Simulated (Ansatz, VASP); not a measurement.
## One calculation of MgSc2C2, two programs

```xyz
5
Lattice="4.2140 0.0000 0.0000 -2.1070 3.6494 0.0000 0.0000 0.0000 5.4908" Properties=species:S:1:pos:R:3 pbc="T T T"
Mg    0.0000    0.0000    0.0000
Sc    0.0000    2.4329    2.7454
Sc    2.1070    1.2165    2.7454
C     0.0000    0.0000    2.0468
C     0.0000    0.0000    3.4440
```

Alike in both runs: functional PBE; k mesh 12 × 12 × 8; occupations gaussian, width 0.1 eV; no spin polarisation.

Ansatz relaxed the structure, and its values are those at the end. VASP's run is a single point on that final structure, the one shown.

|  | VASP | Ansatz |
| --- | --- | --- |
| version | VASP 6.6.1 | Ansatz 0.2.0 |
| potentials or method | VASP PAW PBE potentials, release 64 (Mg, Sc_sv, C) | scalar-relativistic, plane waves, PAW |
| plane-wave cutoff (eV) | 520 | 420 |
| valence electrons in the cell | 32 | 40 |

```tsv
	VASP	Ansatz	Ansatz less VASP
gap on the k mesh at the Fermi level (eV)	none	none	-
pressure (GPa)	0.3	0.0	-0.33
rms of the force components (eV/Å)	0.031	0.001	-0.0299
```

A gap of «none» marks a metal or a gap that the smearing closes. The functional is the same, so the differences come from potentials, cutoffs and numerics. The two sets of potentials don't hold the same shells in valence.
